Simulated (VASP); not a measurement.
Computed with LDA (Ceperley-Alder, Perdew-Zunger), VASP's LDA PAW potentials (set 64) (plane waves; VASP).

VASP ran on this input.

### INCAR
```
ALGO=Normal
EDIFF=1E-6
EDIFFG=-0.02
ENCUT=500
IBRION=2
ISIF=3
ISMEAR=1
LASPH=.TRUE.
LCHARG=.FALSE.
LMAXMIX=6
LREAL=.FALSE.
LWAVE=.FALSE.
NELM=100
NSW=40
PREC=Accurate
PSTRESS=300
SIGMA=0.1
SYSTEM=Re
```

KPOINTS:
```
Automatic mesh
0
Gamma
  15 15 8
0 0 0
```

**POSCAR**
```
Re
1
    1.3493383884    -2.3371225328     0.0000000000
    1.3493383884     2.3371225328     0.0000000000
    0.0000000000     0.0000000000     4.3681558191
Re
2
Direct
  0.3333330000   0.6666670000   0.2500000000
  0.6666670000   0.3333330000   0.7500000000
```

POTCAR, in this order: Re (LDA.64 set). Program: vasp_std.

Output of the run:

OSZICAR:
```
       N       E                     dE             d eps       ncg     rms          rms(c)
DAV:   1     0.937177998172E+02    0.93718E+02   -0.61457E+03  3451   0.128E+03
DAV:   2    -0.205391876732E+02   -0.11426E+03   -0.10302E+03  4461   0.478E+02
DAV:   3    -0.284909318473E+02   -0.79517E+01   -0.68532E+01  4941   0.154E+02
DAV:   4    -0.288180388676E+02   -0.32711E+00   -0.29408E+00  5142   0.222E+01
DAV:   5    -0.288256932427E+02   -0.76544E-02   -0.74016E-02  4976   0.268E+00    0.482E+01
DAV:   6    -0.278231669664E+02    0.10025E+01   -0.87641E-01  5152   0.167E+01    0.219E+01
DAV:   7    -0.274646723590E+02    0.35849E+00   -0.69969E-01  5190   0.142E+01    0.468E-01
DAV:   8    -0.274553806840E+02    0.92917E-02   -0.69544E-03  4915   0.962E-01    0.141E-01
DAV:   9    -0.274544079496E+02    0.97273E-03   -0.61909E-04  4626   0.275E-01    0.423E-02
DAV:  10    -0.274544051617E+02    0.27880E-05   -0.61326E-05  4819   0.906E-02    0.326E-02
DAV:  11    -0.274544057058E+02   -0.54414E-06   -0.77933E-07  2657   0.204E-02
   1 F= -.22295695E+02 E0= -.22295466E+02  d E =-.222957E+02
       N       E                     dE             d eps       ncg     rms          rms(c)
DAV:   1    -0.266290095627E+02    0.82540E+00   -0.28791E+01  4030   0.170E+02    0.260E+01
DAV:   2    -0.263529148979E+02    0.27609E+00   -0.25749E-01  4713   0.117E+01    0.101E+01
DAV:   3    -0.262715573933E+02    0.81358E-01   -0.17409E-01  4768   0.899E+00    0.775E-01
DAV:   4    -0.262730860146E+02   -0.15286E-02   -0.41562E-03  5276   0.116E+00    0.516E-01
DAV:   5    -0.262738093075E+02   -0.72329E-03   -0.13542E-03  5257   0.706E-01    0.971E-02
DAV:   6    -0.262738386323E+02   -0.29325E-04   -0.39564E-05  5074   0.150E-01    0.114E-02
DAV:   7    -0.262738384792E+02    0.15307E-06   -0.43598E-07  2313   0.238E-02
   2 F= -.21735183E+02 E0= -.21735200E+02  d E =0.560512E+00
       N       E                     dE             d eps       ncg     rms          rms(c)
DAV:   1    -0.276352537146E+02   -0.13614E+01   -0.14264E+01  4455   0.835E+01    0.203E+01
DAV:   2    -0.274309522090E+02    0.20430E+00   -0.21026E-01  4500   0.105E+01    0.859E+00
DAV:   3    -0.273755457816E+02    0.55406E-01   -0.14842E-01  4682   0.768E+00    0.423E-01
DAV:   4    -0.273765904098E+02   -0.10446E-02   -0.13293E-03  4661   0.424E-01    0.190E-01
DAV:   5    -0.273772460600E+02   -0.65565E-03   -0.65695E-04  5125   0.333E-01    0.918E-02
DAV:   6    -0.273773912937E+02   -0.14523E-03   -0.13967E-04  5000   0.170E-01    0.187E-02
DAV:   7    -0.273773956364E+02   -0.43427E-05   -0.29970E-06  3253   0.412E-02    0.371E-03
DAV:   8    -0.273773956309E+02    0.55140E-08   -0.78719E-07  1933   0.106E-02
   3 F= -.22312566E+02 E0= -.22312211E+02  d E =-.168703E-01
       N       E                     dE             d eps       ncg     rms          rms(c)
DAV:   1    -0.273729044574E+02    0.44912E-02   -0.11883E-03  4473   0.884E-01    0.165E-01
DAV:   2    -0.273728886003E+02    0.15857E-04   -0.17047E-05  4560   0.938E-02    0.635E-02
DAV:   3    -0.273728843453E+02    0.42550E-05   -0.10482E-05  4306   0.653E-02    0.474E-03
DAV:   4    -0.273728844056E+02   -0.60261E-07   -0.72601E-08  1704   0.634E-03
   4 F= -.22312614E+02 E0= -.22312254E+02  d E =-.169183E-01
```

**OUTCAR**
```
------------------------ aborting loop because EDIFF is reached ----------------------------------------
  FORCE on cell =-STRESS in cart. coord.  units (eV):
  Direction    XX          YY          ZZ          XY          YZ          ZX
  --------------------------------------------------------------------------------------
  Total        5.0564647      5.0564642      5.0296045      0.0000000      0.0000000      0.0000000
  in kB      299.7743533    299.7743237    298.1819337      0.0000000      0.0000000      0.0000000
  external PRESSURE =      -0.7564631 kB  Pullay stress =     300.0000000 kB
  volume of cell :       27.02
      direct lattice vectors                 reciprocal lattice vectors
     1.340722366 -2.322199142 -0.000000000     0.372933288 -0.215313145  0.000000000
     1.340722366  2.322199142  0.000000000     0.372933288  0.215313145  0.000000000
     0.000000000  0.000000000  4.340050458     0.000000000 -0.000000000  0.230412068
 POSITION                                       TOTAL-FORCE (eV/Angst)
 -----------------------------------------------------------------------------------
      1.34072      0.77407      1.08501        -0.000000      0.000000      0.000000
      1.34072     -0.77407      3.25504         0.000000     -0.000000      0.000000
 -----------------------------------------------------------------------------------
    total drift:                               -0.000000      0.000002     -0.000016
  FREE ENERGIE OF THE ION-ELECTRON SYSTEM (eV)
  ---------------------------------------------------
  free  energy   TOTEN  =       -27.3728844056 eV

  energy  without entropy=      -27.3718052286  energy(sigma->0) =      -27.37252468
  enthalpy is  TOTEN    =       -22.3126135760 eV   P V=        5.0602708295

 reached required accuracy - stopping structural energy minimisation
```
(Selected blocks of OUTCAR.)

CONTCAR:
```
Re
   1.00000000000000
     1.3407223657919820   -2.3221991417494170   -0.0000000000000000
     1.3407223657919820    2.3221991417494170    0.0000000000000000
     0.0000000000000000    0.0000000000000000    4.3400504582626676
  Re
     2
Direct
     0.3333330000000032    0.6666669999999968    0.2500000000000000
     0.6666669999999968    0.3333330000000032    0.7500000000000000
```

OUTCAR:
```
 val. band max:        8.9396866467   @ k =   0.2667   0.1333   0.5000

 cond. band min:       8.9539759474   @ k =   0.1333   0.0000   0.0000


 Fermi energy:         8.9403214134

 k-point     1 :       0.0000    0.0000    0.0000
  band No.  band energies     occupation
      1      -1.4103      2.00000
      2       1.6980      2.00000
      3       7.0899      2.00000
      4       7.1146      2.00000
      5       7.1146      2.00000
      6       8.0661      2.00000
      7       8.0661      2.00000
      8       9.1400     -0.01618
      9       9.1400     -0.01616
     10       9.9068     -0.00000
     11      12.7119      0.00000

 k-point     2 :       0.0667    0.0000    0.0000
  band No.  band energies     occupation
      1      -1.2076      2.00000
      2       1.8895      2.00000
      3       6.6041      2.00000
      4       7.3030      2.00000
      5       7.5309      2.00000
      6       7.9200      2.00000
      7       8.2454      2.00000
      8       8.7468      2.01962
      9       8.9769      0.42420
     10       9.3613     -0.00000
     11      12.8273      0.00000

 k-point     3 :       0.1333    0.0000    0.0000
  band No.  band energies     occupation
      1      -0.6285      2.00000
      2       2.4034      2.00000
      3       6.0270      2.00000
      4       7.4661      2.00000
      5       7.4850      2.00000
      6       7.8589      2.00000
      7       8.1010      2.00000
      8       8.5717      2.00000
      9       8.7721      2.03869
     10       8.9540      0.77126
     11      13.0944      0.00000

 k-point     4 :       0.2000    0.0000    0.0000
  band No.  band energies     occupation
      1       0.2322      2.00000
      2       2.9886      2.00000
      3       5.5990      2.00000
      4       6.1264      2.00000
      5       7.0707      2.00000
      6       8.0724      2.00000
      7       8.5618      2.00000
      8       8.7527      2.02339
      9       8.8331      2.06217
...
```

Unless said otherwise, spin-orbit coupling is left out, though it shifts the bands of the heavy elements here.

The compound is Re in the hcp structure. This run relaxes it under an external pressure of 30 GPa. Symmetry was kept, so distortions that lower it aren't found.
